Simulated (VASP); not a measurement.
Energy against volume of TiB2 (AlB2 type). All values below come from rev-vdW-DF2, VASP's PBE PAW potentials (set 64) (plane waves; VASP 6.6.1). Numerical set-up: 520 eV cut-off, 12×12×10 Γ-centred mesh, first-order Methfessel-Paxton smearing of 0.10 eV, potentials Ti_sv B.

Shape and ions are relaxed at each volume.

| V (Å³/atom) | E (eV/atom) |
|---|---|
| 7.983 | -6.93762 |
| 8.238 | -6.95834 |
| 8.492 | -6.96500 |
| 8.747 | -6.95951 |

Q: Fit these four points and predict the energy of the run at 9.002 Å³/atom.

A: A cubic in V^(−2/3), the third-order Birch-Murnaghan form, passes through the four points with V0 = 8.50 Å³/atom and B0 = 254 GPa, and gives -6.9434 eV/atom there. The run gave -6.9435 eV/atom, -0.1 meV/atom from the fit; all five points give B0 = 254 GPa.

The compound is TiB2 in the AlB2 type structure. It was relaxed first.
